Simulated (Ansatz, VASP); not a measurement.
# SrZn13 (SrZn13 (Fm-3c)) in two plane-wave programs

Wanted: the spread between two codes on one cell, functional and k mesh. The structure shown is the start of the Ansatz relaxation below; VASP solves that cell, so the two are compared at the walk's first step.

Main program and level: Ansatz 0.2.0; plane waves, with VASP 6.6.1 beside it; single point at r2SCAN.

### Step 1. The structure

Symmetry: Fm-3c, No. 226, cubic system. The conventional cell has a = 12.109 Å, b = 12.109 Å, c = 12.109 Å, α = 90.00°, β = 90.00°, γ = 90.00°. Nearest to Sr lie 24 Zn at 3.52 Å. Nearest to Zn lie 10 Zn at 2.54 to 2.91 Å and 2 Sr at 3.52 Å. Nearest to Zn lie 12 Zn at 2.61 Å. Farther neighbours are not listed.

### Step 2. Ansatz: relaxation, r2SCAN

Ansatz runs on its PAW soft_1 files.

The two programs are compared at the cell with which this relaxation starts, whose forces are those of its first step.

Contents of input.yaml:

```yaml
crystal:
  lattice:
    - [0.0, 6.0546497, 6.0546497]
    - [6.0546497, 0.0, 6.0546497]
    - [6.0546497, 6.0546497, 0.0]
  atoms:
    - { symbol: Sr, position: [0.75, 0.75, 0.75] }
    - { symbol: Sr, position: [0.25, 0.25, 0.25] }
    - { symbol: Zn, position: [0.44097355, 0.79910867, 0.55902645] }
    - { symbol: Zn, position: [0.05902645, 0.94097355, 0.70089133] }
    - { symbol: Zn, position: [0.55902645, 0.44097355, 0.79910867] }
    - { symbol: Zn, position: [0.79910867, 0.55902645, 0.44097355] }
    - { symbol: Zn, position: [0.20089133, 0.79910867, 0.44097355] }
    - { symbol: Zn, position: [0.70089133, 0.05902645, 0.94097355] }
    - { symbol: Zn, position: [0.44097355, 0.55902645, 0.20089133] }
    - { symbol: Zn, position: [0.70089133, 0.94097355, 0.29910867] }
    - { symbol: Zn, position: [0.44097355, 0.20089133, 0.79910867] }
    - { symbol: Zn, position: [0.94097355, 0.70089133, 0.05902645] }
    - { symbol: Zn, position: [0.05902645, 0.29910867, 0.94097355] }
    - { symbol: Zn, position: [0.94097355, 0.29910867, 0.70089133] }
    - { symbol: Zn, position: [0.70089133, 0.29910867, 0.05902645] }
    - { symbol: Zn, position: [0.20089133, 0.44097355, 0.55902645] }
    - { symbol: Zn, position: [0.79910867, 0.44097355, 0.20089133] }
    - { symbol: Zn, position: [0.29910867, 0.70089133, 0.94097355] }
    - { symbol: Zn, position: [0.05902645, 0.70089133, 0.29910867] }
    - { symbol: Zn, position: [0.55902645, 0.79910867, 0.20089133] }
    - { symbol: Zn, position: [0.29910867, 0.94097355, 0.05902645] }
    - { symbol: Zn, position: [0.20089133, 0.55902645, 0.79910867] }
    - { symbol: Zn, position: [0.29910867, 0.05902645, 0.70089133] }
    - { symbol: Zn, position: [0.79910867, 0.20089133, 0.55902645] }
    - { symbol: Zn, position: [0.94097355, 0.05902645, 0.29910867] }
    - { symbol: Zn, position: [0.55902645, 0.20089133, 0.44097355] }
    - { symbol: Zn, position: [0.0, 0.0, 0.0] }
    - { symbol: Zn, position: [0.5, 0.5, 0.5] }
basis:
  ecutwfc: 500
  xc_grid: 2
hamiltonian:
  xc: r2scan
  pseudopotentials: { kind: paw, azcp: { folder: soft_1 } }
kpoints:
  mp_grid: { grid: [6, 6, 6] }
scf:
  occupations: { method: fermi_dirac, width: 0.05 }
  max_iter: 150
output:
  forces: true
  stress: true
relax:
  f_tol: 0.01
  max_steps: 60
  cell: {}
checkpoint:
  write: "../r2scan.run"
  compress: false
  write_wavefunctions: false
  write_every: 100000
```

Command:

```sh
ansatz run input.yaml --threads 4 --pin off --max-ram 6594MiB --backend cpu --events-out ev --progress --plain --runs-dir out
```

Numbers of over 12 decimals in the logs are rounded to 6 here.

Output:

```text
Engine: ansatz 0.2.0, aarch64-unknown-linux-gnu
Pseudopotentials: kind: paw
Pseudopotential: Sr, paw, valence charge 10, recommended cutoff 500 eV (meta_gga), soft_1/Sr.paw.azcp
Pseudopotential: Zn, paw, valence charge 12, recommended cutoff 500 eV (meta_gga), soft_1/Zn.paw.azcp
Functional definition: r2SCAN
  parameter k0 = 0.174
  parameter k1 = 0.065
  parameter a1 = 4.9479
  exchange = r2scan_x(k0 = k0, k1 = k1, a1 = a1)
  correlation = r2scan_c
Crystal: 28 atoms, lattice volume = 443.912 Å³
Basis set: ecut = 500 eV, 11191 PW (Γ), exchange–correlation on 128×128×128 points (8 copies of the dense FFT grid, shifted against one another)
Bands: 200, of which v1, the nominal top of the filled ones, is band 166 counted from 1 (165 counted from 0)
Symmetry: 48 space group operations
Space group: Fm-3c (ITA 226), of the structure as read, at distance tolerance 7.6e-5 Å
k-points: 16 of 216
Non-local potential: Sr, projectors of the file, l = 0: 3, l = 1: 2, l = 2: 2
Non-local potential: Zn, projectors of the file, l = 0: 2, l = 1: 2, l = 2: 3, l = 3: 1
PAW form: soft (Blöchl's): semilocal exchange-correlation on the pseudo side does not see the compensation charge
PAW frozen core: Sr, regenerated for the run's functional (the file was generated under x = pbe(κ = 0.804, μ = 0.219515), c = pbe(β = 0.066725))
PAW frozen core: Zn, regenerated for the run's functional (the file was generated under x = pbe(κ = 0.804, μ = 0.219515), c = pbe(β = 0.066725))
PAW one-centre angular grid: Sr, 302 points (default); XC on 160 Gauss nodes
PAW one-centre angular grid: Zn, 590 points (default); XC on 160 Gauss nodes
Initial density: superposition of atomic densities (chi_scale 0.1, normalization cell, long waves kept (reshape's long-wave potential 0.01 eV rms))
Initial wavefunctions: pseudopotential atomic-orbital guess
Functional: x = r2scan, c = r2scan; τ floored in thin density (d = 2e-4 eV/Å³)
SCF iter   1: F=—  HF=-93587.509864 eV  |F-HF|=—  |Δ(HF+E_count)|=         —  Δρ=5.72e-2  dr2=2.22e1  dr2_τ=3.25e-1  ethr=3.10e-3  ⟨swp⟩=7.4  Hψ=17268  notcnv=0  defer=133
preconditioner: auto → Kerker (q_TF=auto, 2.599 Å⁻¹)  [metal: Δε(μ)=0.028 eV  Ē_g=10.375 eV  σ=0.050 eV  W_gap=0.14  n_scr=136 (ndim 8)  ℏωp=31.9 eV  f_vac=0.000  D(μ)=4.66/eV (n_scr^D=14)]
SCF iter   2: F=—  HF=-93584.362452 eV  |F-HF|=—  |Δ(HF+E_count)|=    3.15e0  Δρ=2.65e-2  dr2=5.23e0  dr2_τ=8.08e-2  ethr=3.10e-3  ⟨swp⟩=2.0  Hψ=6323  notcnv=0  defer=377
SCF iter   3: F=—  HF=-93584.142217 eV  |F-HF|=—  |Δ(HF+E_count)|=   2.20e-1  Δρ=1.56e-2  dr2=3.01e0  dr2_τ=9.02e-3  ethr=1.57e-3  ⟨swp⟩=2.9  Hψ=6117  notcnv=0  defer=386
SCF iter   4: F=—  HF=-93583.939715 eV  |F-HF|=—  |Δ(HF+E_count)|=   2.03e-1  Δρ=8.67e-3  dr2=3.53e-1  dr2_τ=1.14e-3  ethr=9.07e-4  ⟨swp⟩=3.3  Hψ=5519  notcnv=0  defer=386
SCF iter   5: F=—  HF=-93583.888329 eV  |F-HF|=—  |Δ(HF+E_count)|=   5.14e-2  Δρ=2.05e-3  dr2=1.59e-2  dr2_τ=3.37e-3  ethr=1.06e-4  ⟨swp⟩=2.6  Hψ=6455  notcnv=0  defer=360
SCF iter   6: F=—  HF=-93583.910053 eV  |F-HF|=—  |Δ(HF+E_count)|=   2.17e-2  Δρ=2.32e-3  dr2=1.94e-2  dr2_τ=1.76e-4  ethr=4.80e-6  ⟨swp⟩=2.0  Hψ=5671  notcnv=0  defer=360
SCF iter   7: F=—  HF=-93583.905030 eV  |F-HF|=—  |Δ(HF+E_count)|=   5.02e-3  Δρ=8.14e-4  dr2=7.48e-3  dr2_τ=1.44e-4  ethr=4.80e-6  ⟨swp⟩=2.0  Hψ=5498  notcnv=0  defer=360
SCF iter   8: F=—  HF=-93583.903187 eV  |F-HF|=—  |Δ(HF+E_count)|=   1.84e-3  Δρ=1.98e-4  dr2=4.71e-4  dr2_τ=8.57e-6  ethr=2.25e-6  ⟨swp⟩=2.0  Hψ=5481  notcnv=0  defer=360
SCF iter   9: F=—  HF=-93583.903181 eV  |F-HF|=—  |Δ(HF+E_count)|=   6.06e-6  Δρ=4.48e-5  dr2=1.39e-5  dr2_τ=1.95e-7  ethr=1.42e-7  ⟨swp⟩=2.0  Hψ=5517  notcnv=0  defer=360
SCF iter  10: F=—  HF=-93583.903441 eV  |F-HF|=—  |Δ(HF+E_count)|=   2.60e-4  Δρ=1.48e-5  dr2=1.52e-6  dr2_τ=1.21e-8  ethr=4.17e-9  ⟨swp⟩=2.2  Hψ=5635  notcnv=0  defer=360
SCF iter  11: F=—  HF=-93583.903441 eV  |F-HF|=—  |Δ(HF+E_count)|=   1.35e-8  Δρ=7.90e-6  dr2=1.68e-7  dr2_τ=3.26e-9  ethr=4.57e-10  ⟨swp⟩=2.0  Hψ=5532  notcnv=0  defer=360
SCF iter  12: F=-93583.903441 eV  HF=-93583.903441 eV  |F-HF|=2.36e-9  |Δ(HF+E_count)|=   4.41e-8  Δρ=3.37e-6  dr2=2.69e-8  dr2_τ=6.84e-10  ethr=3.01e-11  ⟨swp⟩=5.0  Hψ=13711  notcnv=0
SCF 1 converged in 12 iterations: F = -93583.903441 eV  dr2 = 2.69e-8
  greatest PAW one-centre occupation: 0.988 electrons in one spin orbital (limit 2), on the Sr atom at site 1 (counted from 0), in its partial waves of l = 0
relax step   1: F+E_penalty+E_count = -93583.90344092 eV  Δ(F+E_penalty+E_count) = +0.000e0 eV  max|allowed force component| = 2.330e-2 eV/Å  Δτ_max = 0.0000 Å  P = -0.283 GPa  Ω = 443.912 Å³  (12 SCF iters, dr2 threshold 1.00e-7 eV, accepted)
[...]
relax step   3: F+E_penalty+E_count = -93583.90612729 eV  Δ(F+E_penalty+E_count) = -4.482e-4 eV  max|allowed force component| = 1.054e-3 eV/Å  Δτ_max = 0.0014 Å  P = +0.009 GPa  Ω = 442.436 Å³  energy of the carried Pulay correction = +5.601e-4 eV  (8 SCF iters, dr2 threshold 1.38e-8 eV, accepted)
[...]
relax step   4: F+E_penalty+E_count = -93583.90557144 eV  Δ(F+E_penalty+E_count) = +5.558e-4 eV  max|allowed force component| = 1.061e-3 eV/Å  Δτ_max = 0.0000 Å  P = +0.007 GPa  Ω = 442.436 Å³  stress off target by 7.10e-3 GPa  SCF on the basis re-selected at this cell (its energy is not comparable with the rows above)  (5 SCF iters)
basis re-selected at this cell: Δ(F+E_penalty+E_count) = +5.558e-4 eV, ΔP = -0.002 GPa vs the last step (what re-selecting the basis moved, of the pressure what is left beyond the Pulay correction that the steps carried, after the strain that the cell walked since its last selection, with what the two solves' SCF thresholds leave and, on support functions, any second-order correction that the steps lacked; it is no m [...]
SCF converged after 5 iterations
Free energy (F): -93583.905571 eV
Harris-Foulkes:  -93583.905571 eV  (|F-HF|=1.46e-10)
Internal energy: -93583.864261 eV  (E = F + TS)
E sigma→0 (E₀):  -93583.884916 eV
Entropy (-TS):   -0.041310 eV (-1.475 meV/atom)
Fermi energy:    11.246583 eV
--- Per-component energies (eV) ---
  E_band       = 1016.733485
  E_kinetic    = 4289.986376
  E_local      = -50718.530854  (includes V_loc(G=0)·N_el)
  E_nonlocal   = 21825.042480
  E_hartree    = 19272.369145
  E_xc         = -2159.493529
  E_vxc        = -1705.125292  (∫ρ·V_xc dr)
  E_paw        = -55171.138757  (= ΣΔE_a)
  E_vpaw       = -11313.028578  (= ΣTr[D̂ρ^β])
  E_aug_tail   = 0.001918  (compensation charges beyond the density's cutoff)
  E_vtau       = 93.649789  (kinetic-family band-sum trace: ∫τ·v_τ [+ j·A + Jᵃ·Aᵃ] dr)
  E_ewald      = -30917.060928
  E_core_change = -5.040111  (= ΣΔE_core)
  E_smearing   = -0.041310  (= −TS)
  E_closure    = -0.000000  (closes the sum)
  Σ components = -93583.905571   (vs F -93583.905571, Δ=0.00e0)
--- Forces (eV/Å), atoms counted from 1 ---
  atom   1  Sr    -0.00000000     0.00000000    -0.00000000
  atom   2  Sr     0.00000000    -0.00000000     0.00000000
  atom   3  Zn     0.00087836     0.00000000    -0.00106080
  atom   4  Zn    -0.00087836     0.00106080     0.00000000
  atom   5  Zn    -0.00106080     0.00087836    -0.00000000
  atom   6  Zn    -0.00000000    -0.00106080     0.00087836
  atom   7  Zn    -0.00106080    -0.00087836    -0.00000000
  atom   8  Zn    -0.00000000    -0.00087836     0.00106080
  atom   9  Zn     0.00106080    -0.00087836     0.00000000
  atom  10  Zn    -0.00106080    -0.00000000    -0.00087836
  atom  11  Zn     0.00000000    -0.00106080    -0.00087836
  atom  12  Zn     0.00106080     0.00000000    -0.00087836
  atom  13  Zn    -0.00106080    -0.00000000     0.00087836
  atom  14  Zn    -0.00000000    -0.00087836    -0.00106080
  atom  15  Zn     0.00087836     0.00106080    -0.00000000
  atom  16  Zn     0.00000000     0.00106080    -0.00087836
  atom  17  Zn    -0.00087836    -0.00000000    -0.00106080
  atom  18  Zn    -0.00087836    -0.00106080     0.00000000
  atom  19  Zn     0.00000000     0.00087836     0.00106080
  atom  20  Zn    -0.00000000     0.00106080     0.00087836
  atom  21  Zn     0.00000000     0.00087836    -0.00106080
  atom  22  Zn     0.00087836     0.00000000     0.00106080
  atom  23  Zn     0.00106080    -0.00000000     0.00087836
  atom  24  Zn     0.00106080     0.00087836     0.00000000
  atom  25  Zn     0.00087836    -0.00106080     0.00000000
  atom  26  Zn    -0.00087836    -0.00000000     0.00106080
  atom  27  Zn     0.00000000    -0.00000000     0.00000000
  atom  28  Zn     0.00000000     0.00000000     0.00000000
  max |Σ_I F_I| component: 1.93e-17 eV/Å
--- Stress (GPa, compression-positive) ---
        0.007098       0.000000      -0.000000
        0.000000       0.007098       0.000000
       -0.000000       0.000000       0.007098
  P = ⅓ Tr σ = 0.0071 GPa (0.071 kbar)
--- Relaxed structure (3 steps of the walk, 3 accepted, 1 SCFs on fresh bases) ---
  F+E_penalty+E_count = -93583.90557144 eV   max|allowed force component| = 1.061e-3 eV/Å   (the final SCF, on the basis selected at the relaxed cell)
  cell:  # Å, volume = 442.4362 Å³
    - [0, 6.047932, 6.047932]
    - [6.047932, 0, 6.047932]
    - [6.047932, 6.047932, 0]
  atoms:
    - { symbol: Sr, position: [0.750000, 0.750000, 0.750000] }
    - { symbol: Sr, position: [0.25, 0.25, 0.25] }
    - { symbol: Zn, position: [0.440670, 0.798924, 0.559330] }
    - { symbol: Zn, position: [0.059330, 0.940670, 0.701076] }
    - { symbol: Zn, position: [0.559330, 0.440670, 0.798924] }
    - { symbol: Zn, position: [0.798924, 0.559330, 0.440670] }
    - { symbol: Zn, position: [0.201076, 0.798924, 0.440670] }
    - { symbol: Zn, position: [0.701076, 0.059330, 0.940670] }
    - { symbol: Zn, position: [0.440670, 0.559330, 0.201076] }
    - { symbol: Zn, position: [0.701076, 0.940670, 0.298924] }
    - { symbol: Zn, position: [0.440670, 0.201076, 0.798924] }
    - { symbol: Zn, position: [0.940670, 0.701076, 0.059330] }
    - { symbol: Zn, position: [0.059330, 0.298924, 0.940670] }
    - { symbol: Zn, position: [0.940670, 0.298924, 0.701076] }
    - { symbol: Zn, position: [0.701076, 0.298924, 0.059330] }
    - { symbol: Zn, position: [0.201076, 0.440670, 0.559330] }
    - { symbol: Zn, position: [0.798924, 0.440670, 0.201076] }
    - { symbol: Zn, position: [0.298924, 0.701076, 0.940670] }
    - { symbol: Zn, position: [0.059330, 0.701076, 0.298924] }
    - { symbol: Zn, position: [0.559330, 0.798924, 0.201076] }
    - { symbol: Zn, position: [0.298924, 0.940670, 0.059330] }
    - { symbol: Zn, position: [0.201076, 0.559330, 0.798924] }
    - { symbol: Zn, position: [0.298924, 0.059330, 0.701076] }
    - { symbol: Zn, position: [0.798924, 0.201076, 0.559330] }
    - { symbol: Zn, position: [0.940670, 0.059330, 0.298924] }
    - { symbol: Zn, position: [0.559330, 0.201076, 0.440670] }
    - { symbol: Zn, position: [0, 0, 0] }
    - { symbol: Zn, position: [0.5, 0.5, 0.5] }
```

Reading the cycles: dr2 is the Hartree energy of the density residual (eV), the measure of convergence; HF is the Harris–Foulkes estimate of the energy, which meets the free energy F at convergence.

(Continued in part 2 of 2.)

[Lines on the potential files, build, host, timing and source positions are cut from VASP's logs without a mark.]

[Logs are printed without paths, hosts, clocks, repeated set-up lines and the standing remarks that a program may print on its own settings, such as how far it seeks lower states.]

[Hosts, paths, dates, database ids (printed as entryN), source tags and the programs' standing remarks are cut or masked in the printed files.]
